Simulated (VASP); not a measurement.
# AlTe (F-43m) in VASP: single point with r2SCAN

Aim: the single point of AlTe with r2SCAN.

Everything below comes from runs of VASP 6.6.1. Logs are shortened: lines on timing, memory, paths and dates and some standing lists are left out, and cuts for length are marked.

## Step 1: The crystal as given

Symmetry: F-43m, No. 216, cubic system. The conventional cell has a = 6.188 Å, b = 6.188 Å, c = 6.188 Å, α = 90.00°, β = 90.00°, γ = 90.00°. Al (site symmetry -43m) has 4 Te at 2.68 Å as nearest neighbours. Te (site symmetry -43m) is surrounded by 4 Al at 2.68 Å.

The cell was built by a generator and needn't be a form met in nature.

## Step 2: Single point, r2SCAN

POSCAR reads:

```
AlTe
1.0
    0.0000000000      3.0939680000      3.0939680000
    3.0939680000      0.0000000000      3.0939680000
    3.0939680000      3.0939680000      0.0000000000
Al Te
1 1
Direct
    0.0000000000      0.0000000000      0.0000000000
    0.2500000000      0.2500000000      0.2500000000
```

INCAR.step1 reads:

```
ALGO = Normal
EDIFF = 1E-4
ENCUT = 520
GGA = PE
ISMEAR = -1
LASPH = T
LCHARG = F
LREAL = F
LWAVE = T
NBANDS = 12
NELM = 100
PREC = Accurate
SIGMA = 0.1
```

INCAR.step2 reads:

```
ALGO = Normal
EDIFF = 1E-6
ENCUT = 520
ISIF = 2
ISMEAR = -1
ISTART = 1
LASPH = T
LCHARG = F
LMIXTAU = T
LREAL = F
LWAVE = F
METAGGA = R2SCAN
NBANDS = 12
NELM = 100
PREC = Accurate
SIGMA = 0.1
```

KPOINTS reads:

```
k-points
0
Gamma
  9 9 9
```

Potentials or basis: VASP PAW PBE potentials, release 64 (Al, Te).

On the command line:

```bash
cat potpaw_PBE.64/Al/POTCAR potpaw_PBE.64/Te/POTCAR > POTCAR
cp INCAR.step1 INCAR
mpirun -np 1 vasp_std > vasp.out
cp INCAR.step2 INCAR
mpirun -np 1 vasp_std > vasp.out
```

OUTCAR:

```text
EDIFF = 1E-6
   ENCUT = 520
   ISIF = 2
   ISMEAR = -1
   ISTART = 1
   LASPH = T
   LREAL = F
   METAGGA = R2SCAN
   NELM = 100
   PREC = Accurate

 ion  position               nearest neighbor table
   1  0.000  0.000  0.000-   2 2.68   2 2.68   2 2.68   2 2.68
   2  0.250  0.250  0.250-   1 2.68   1 2.68   1 2.68   1 2.68

  LATTYP: Found a face centered cubic cell.
 ALAT       =     6.1879360000

  Lattice vectors:

 A1 = (   0.0000000000,   3.0939680000,   3.0939680000)
 A2 = (   3.0939680000,   0.0000000000,   3.0939680000)
 A3 = (   3.0939680000,   3.0939680000,   0.0000000000)

Analysis of symmetry for initial positions (statically):
=====================================================================
 Subroutine PRICEL returns:
 Original cell was already a primitive cell.

 Routine SETGRP: Setting up the symmetry group for a
 face centered cubic supercell.

 Subroutine GETGRP returns: Found 24 space group operations
 (whereof 24 operations were pure point group operations)
 out of a pool of 48 trial point group operations.

The static configuration has the point symmetry T_d .

Analysis of symmetry for dynamics (positions and initial velocities):
=====================================================================
 Subroutine PRICEL returns:
 Original cell was already a primitive cell.

 Routine SETGRP: Setting up the symmetry group for a
 face centered cubic supercell.

 Subroutine GETGRP returns: Found 24 space group operations
 (whereof 24 operations were pure point group operations)
 out of a pool of 48 trial point group operations.

The dynamic configuration has the point symmetry T_d .

 Subroutine INISYM returns: Found 24 space group operations
 (whereof 24 operations are pure point group operations),
 and found     1 'primitive' translations

----------------------------------------------------------------------------------------

                                     Primitive cell

  volume of cell :      59.2349

  direct lattice vectors                    reciprocal lattice vectors
     0.000000000  3.093968000  3.093968000    -0.161604774  0.161604774  0.161604774
     3.093968000  0.000000000  3.093968000     0.161604774 -0.161604774  0.161604774
     3.093968000  3.093968000  0.000000000     0.161604774  0.161604774 -0.161604774

  length of vectors
     4.375531507  4.375531507  4.375531507     0.279907680  0.279907680  0.279907680

  position of ions in fractional coordinates (direct lattice)
     0.000000000  0.000000000  0.000000000
     0.250000000  0.250000000  0.250000000

  ion indices of the primitive-cell ions
   primitive index   ion index
                 1           1
                 2           2

----------------------------------------------------------------------------------------

 KPOINTS: k-points

Automatic generation of k-mesh.
 Grid dimensions read from file:
 generate k-points for:    9    9    9

 Generating k-lattice:

  Cartesian coordinates                     Fractional coordinates (reciprocal lattice)
    -0.017956086  0.017956086  0.017956086     0.111111111  0.000000000  0.000000000
     0.017956086 -0.017956086  0.017956086     0.000000000  0.111111111  0.000000000
     0.017956086  0.017956086 -0.017956086     0.000000000  0.000000000  0.111111111

  Length of vectors
     0.031100853  0.031100853  0.031100853

  Shift w.r.t. Gamma in fractional coordinates (k-lattice)
     0.000000000  0.000000000  0.000000000

 Subroutine IBZKPT returns following result:
 ===========================================

 Found     35 irreducible k-points:

 Following reciprocal coordinates:
            Coordinates               Weight
  0.000000  0.000000  0.000000      1.000000
  0.111111  0.000000  0.000000      8.000000
  0.222222  0.000000  0.000000      8.000000
  0.333333  0.000000  0.000000      8.000000
  0.444444  0.000000  0.000000      8.000000
  0.111111  0.111111  0.000000      6.000000
[... 16 lines left out ...]
 -0.333333  0.333333  0.000000     12.000000
  0.444444  0.444444  0.000000      6.000000
 [... further k-points ...]
   k-points           NKPTS =     35   k-points in BZ     NKDIM =     35   number of bands    NBANDS=     12
   number of dos      NEDOS =    301   number of ions     NIONS =      2
   total plane-waves  NPLWV =  46656
   dimension x,y,z NGX =    36 NGY =   36 NGZ =   36
   dimension x,y,z NGXF=    72 NGYF=   72 NGZF=   72
   ions per type =               1   1
   NGX,Y,Z   is equivalent  to a cutoff of  13.68, 13.68, 13.68 a.u.
   NGXF,Y,Z  is equivalent  to a cutoff of  27.36, 27.36, 27.36 a.u.
 SYSTEM =  unknown system
   PREC   = accura    normal or accurate (medium, high low for compatibility)
   ISTART =      1    job   : 0-new  1-cont  2-samecut
   ICHARG =      0    charge: 1-file 2-atom 10-const
   ISPIN  =      1    spin polarized calculation?
   LNONCOLLINEAR =      F non collinear calculations
   LSORBIT =      F    spin-orbit coupling
   LASPH  =      T    aspherical Exc in radial PAW
   ENCUT  =  520.0 eV  38.22 Ry    6.18 a.u.   8.14  8.14  8.14*2*pi/ulx,y,z
   NELM   =    100;   NELMIN=  2; NELMDL=  0     # of ELM steps
   EDIFF  = 0.1E-05   stopping-criterion for ELM
   LREAL  =      F    real-space projection
   EDIFFG = 0.1E-04   stopping-criterion for IOM
   NSW    =      0    number of steps for IOM
   IBRION =     -1    ionic relax: 0-MD 1-quasi-New 2-CG
   NFREE  =      0    steps in history (QN), initial steepest desc. (CG)
   ISIF   =      2    stress and relaxation
   ISYM   =      2    0-nonsym 1-usesym 2-fastsym
   POTIM  = 0.5000    time-step for ionic-motion
   TEBEG  =    0.0;   TEEND  =   0.0 temperature during run
   PSTRESS=    0.0 pullay stress
   NELECT =       9.0000    total number of electrons
   NUPDOWN=      -1.0000    fix difference up-down
   EMIN   =  10.00;   EMAX   =-10.00  energy-range for DOS
   EFERMI =   0.00;   METHOD = LEGACY
   ISMEAR =    -1;   SIGMA  =   0.10  broadening in eV -4-tet -1-fermi 0-gaus
   EFERMI_NEDOS =   21; number of points for ismear=-14 and -15
   IALGO  =     38    algorithm
   IMIX   =      4    mixing-type and parameters
     AMIX     =   0.40;   BMIX     =  1.00
     AMIX_MAG =   1.60;   BMIX_MAG =  1.00
  volume/ion in A,a.u.               =      29.62       199.87
  Fermi-wavevector in a.u.,A,eV,Ry     =   0.873568  1.650803 10.382883  0.763120
  Thomas-Fermi vector in A             =   1.992976
   LORBIT       =      0    0 simple, 1 ext, 2 COOP (PROOUT), +10 PAW based schemes
   METAGGA = R2SCAN    functional components
   LHFCALC =     F    Hartree Fock is set to
   AEXX    =    0.0000 exact exchange contribution
   IVDW    =     0    specifies the selected vdW correction
   LEPSILON=     F    determine dielectric tensor
   LRPA    =     F    only Hartree local field effects (RPA)
 non-spin polarized calculation
  energy-cutoff  :      520.00
  volume of cell :       59.23
 maximum number of plane-waves:      1639
 NGX is ok and might be reduce to    36
   NGX = 17   NGY = 17   NGZ = 17

 number of electron       9.0000000 magnetization

 Free energy of the ion-electron system (eV)
  ---------------------------------------------------
  ext. energy  EPLUGINS =         0.00000000
  ---------------------------------------------------
  free energy    TOTEN  =       -31.86729515 eV

  energy without entropy =      -31.80724570  energy(sigma->0) =      -31.83727043

 E-fermi :   6.4182     XC(G=0):  -9.0791

 val. band max:        6.3867259719   @ k =  -0.4444   0.2222   0.0000
 cond. band min:       6.5191967937   @ k =   0.4444   0.3333   0.1111
 fundamental gap:      0.1324708218
 Fermi energy:         6.4181988770

 k-point     1 :       0.0000    0.0000    0.0000
  band No.  band energies     occupation
      1      -8.2466      2.00000
      2       2.9644      2.00000
      3       2.9644      2.00000
      4       2.9644      2.00000
      5       4.9872      2.00000
      6       7.6057      0.00001
      7       7.6057      0.00001
      8       7.6057      0.00001
      9      11.5540      0.00000
     10      12.2512      0.00000
     11      12.2512      0.00000
     12      14.4434      0.00000

 k-point     2 :       0.1111    0.0000    0.0000
  band No.  band energies     occupation
      1      -8.1551      2.00000
      2       1.9644      2.00000
      3       2.8625      2.00000
      4       2.8625      2.00000
      5       5.6388      1.99918
      6       7.7952      0.00000
      7       7.7952      0.00000
      8       7.8078      0.00000
      9      11.8403      0.00000
     10      11.8403      0.00000
     11      12.0945      0.00000
     12      14.0275      0.00000

 k-point     3 :       0.2222    0.0000    0.0000
  band No.  band energies     occupation
      1      -7.9017      2.00000
      2       0.4728      2.00000
      3       2.6354      2.00000
      4       2.6354      2.00000
      5       5.8080      1.99553
      6       8.1430      0.00000
      7       8.1430      0.00000
      8       8.9778      0.00000
      9      11.5820      0.00000
     10      11.5820      0.00000
     11      12.5702      0.00000
     12      14.3522      0.00000

 k-point     4 :       0.3333    0.0000    0.0000
  band No.  band energies     occupation
      1      -7.5630      2.00000
      2      -0.7813      2.00000
      3       2.4161      2.00000
      4       2.4161      2.00000
      5       5.5787      1.99955
      6       8.2642      0.00000
      7       8.2642      0.00000
      8      10.5725      0.00000
      9      12.1908      0.00000
     10      12.1908      0.00000
     11      12.3215      0.00000
     12      15.9953      0.00000

 k-point     5 :       0.4444    0.0000    0.0000
  band No.  band energies     occupation
      1      -7.2987      2.00000
      2      -1.5210      2.00000
      3       2.2891      2.00000
      4       2.2891      2.00000
      5       5.4154      1.99991
      6       8.2151      0.00000
      7       8.2151      0.00000
      8      11.2522      0.00000
      9      13.2121      0.00000
     10      13.5766      0.00000
     11      13.5766      0.00000
     12      15.5040      0.00000
[... 228 lines left out ...]
      1      -7.0834      2.00000
      2      -1.2454      2.00000
      3       1.1298      2.00000
      4       1.4296      2.00000
      5       5.9478      1.98204
      6       6.6531      0.17421
      7      10.9062      0.00000
      8      11.3024      0.00000
      9      13.4460      0.00000
     10      14.7347      0.00000
     11      15.0723      0.00000
     12      15.5301      0.00000

 k-point    22 :      -0.4444    0.3333    0.0000
  band No.  band energies     occupation
      1      -6.9392      2.00000
      2      -1.4452      2.00000
      3       0.5454      2.00000
      4       1.4975      2.00000
      5       6.0691      1.94084
      6       7.8306      0.00000
      7      10.6685      0.00000
      8      11.0095      0.00000
      9      12.5185      0.00000
     10      13.4110      0.00000
     11      16.0585      0.00000
     12      16.6455      0.00000

 k-point    23 :      -0.3333    0.3333    0.0000
  band No.  band energies     occupation
      1      -6.9774      2.00000
      2      -1.3482      2.00000
      3       0.2838      2.00000
      4       1.7368      2.00000
      5       6.3230      1.44310
      6       9.3330      0.00000
      7      10.3108      0.00000
      8      10.5595      0.00000
      9      10.8293      0.00000
     10      12.0774      0.00000
     11      16.6917      0.00000
     12      17.2487      0.00000

 k-point    24 :       0.4444    0.4444    0.0000
  band No.  band energies     occupation
      1      -6.9407      2.00000
      2      -1.5439      2.00000
      3       1.2639      2.00000
      4       1.2639      2.00000
      5       5.6786      1.99877
      6       5.9516      1.98135
      7      12.5016      0.00000
      8      12.5016      0.00000
      9      13.6945      0.00000
     10      15.0656      0.00000
     11      15.4058      0.00000
     12      15.4058      0.00000

 [... further k-points ...]

------------------------ aborting loop because EDIFF is reached ----------------------------------------

  FORCE on cell =-STRESS in cart. coord.  units (eV):
  Direction    XX          YY          ZZ          XY          YZ          ZX
  --------------------------------------------------------------------------------------
  -------------------------------------------------------------------------------------
  Total        1.7178421      1.7178421      1.7178421      0.0000000     -0.0000000     -0.0000000
  in kB       46.4639776     46.4639776     46.4639776      0.0000000     -0.0000000     -0.0000000
  external PRESSURE =      46.4639776 kB  Pullay stress =       0.0000000 kB

 VOLUME and BASIS-vectors are now :
 -----------------------------------------------------------------------------
  energy-cutoff  :      520.00
  volume of cell :       59.23
      direct lattice vectors                 reciprocal lattice vectors
     0.000000000  3.093968000  3.093968000    -0.161604774  0.161604774  0.161604774
     3.093968000  0.000000000  3.093968000     0.161604774 -0.161604774  0.161604774
     3.093968000  3.093968000  0.000000000     0.161604774  0.161604774 -0.161604774

 POSITION                                       TOTAL-FORCE (eV/Angst)
 -----------------------------------------------------------------------------------
      0.00000      0.00000      0.00000         0.000000      0.000000      0.000000
      1.54698      1.54698      1.54698        -0.000000     -0.000000     -0.000000
 -----------------------------------------------------------------------------------
    total drift:                               -0.000001     -0.000001     -0.000001

  FREE ENERGIE OF THE ION-ELECTRON SYSTEM (eV)
  ---------------------------------------------------
  free  energy   TOTEN  =       -31.8672951501 eV

  energy  without entropy=      -31.8072457028  energy(sigma->0) =      -31.83727043
```

Run time: 4.1 min. Hardware: 1 thread of AMD EPYC 7R43 (Zen 3), shared host; peak memory 0.17 GiB.

What came out:

```
Free energy            : -31.8673 eV
Pressure               : 4.6 GPa
Band gap on the k mesh : none (metal or under the smearing width)
```

Levels at points of the mesh, in eV from the Fermi level:
| k point | band 1 | band 2 | band 3 | band 4 | band 5 | band 6 | band 7 | band 8 | band 9 | band 10 |
| --- | --- | --- | --- | --- | --- | --- | --- | --- | --- | --- |
| (0.00, 0.00, 0.00) | -14.66 | -3.45 | -3.45 | -3.45 | -1.43 | 1.19 | 1.19 | 1.19 | 5.14 | 5.83 |

Caveat: the PAW data sets were made with another functional, which shifts forces and pressure a little. The run has no spin-orbit coupling, so splittings on Te are missing.
